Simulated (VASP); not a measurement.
Here is the system:

```
AuIr2
1.0
    0.00000     3.65055     3.65055
    3.65055     0.00000     3.65055
    3.65055     3.65055     0.00000
Ir Au
4 2
Cartesian
  0.91264   0.91264   0.91264
  0.91264   2.73791   2.73791
  2.73791   0.91264   2.73791
  2.73791   2.73791   0.91264
  5.47583   5.47583   5.47583
  3.65055   3.65055   3.65055
```

Computed with PBE GGA, VASP's PBE PAW potentials (set 64) (plane waves; VASP). Run with 300 eV cut-off, 5×5×5 Γ-centred mesh, Fermi-Dirac smearing of 0.10 eV, potentials Ir Au.

At this cut-off the stress carries a Pulay error, which pulls relaxed volumes low. Unless said otherwise, spin-orbit coupling is left out, though it shifts the bands of the heavy elements here.

Question: Estimate the energy per atom (σ→0), pressure, band gap (on the k-mesh) with the smallest direct gap where there is one.

Answer: 
band gap (on the k-mesh): none (metal, semimetal or under 0.01 eV)
energy per atom (σ→0): -6.310 eV/atom
pressure: 7.59 GPa

Only differences to runs with the same potentials and settings are physical.

The structure was generated: Ir2Au was put into an ordered model structure, which need not be its known phase. The cell was not relaxed at this level.
